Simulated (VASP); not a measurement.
Energy against volume of Mg₃Sb₂ (a-la2o3). All values below come from PBE GGA with D4 dispersion, VASP's PBE PAW potentials (set 64) (plane waves; VASP 6.6.1). Numerical set-up: 520 eV cut-off, 6×6×3 Γ-centred mesh, Gaussian smearing of 0.050 eV, potentials Mg Sb.

Shape and ions are relaxed at each volume.

```json
[
 {"V (Å³/atom)": "24.056", "E (eV/atom)": "-3.19446"},
 {"V (Å³/atom)": "24.824", "E (eV/atom)": "-3.20564"},
 {"V (Å³/atom)": "25.592", "E (eV/atom)": "-3.20898"},
 {"V (Å³/atom)": "26.360", "E (eV/atom)": "-3.20562"}
]
```

Fit these four points and predict the energy of the run at 27.127 Å³/atom.

A cubic in V^(−2/3), the third-order Birch-Murnaghan form, passes through the four points with V0 = 25.57 Å³/atom and B0 = 47 GPa, and gives -3.1965 eV/atom there. The run gave -3.1966 eV/atom, -0.0 meV/atom from the fit; all five points give B0 = 47 GPa.

The compound is Mg3Sb2 in the a-la2o3 structure. It was relaxed first.
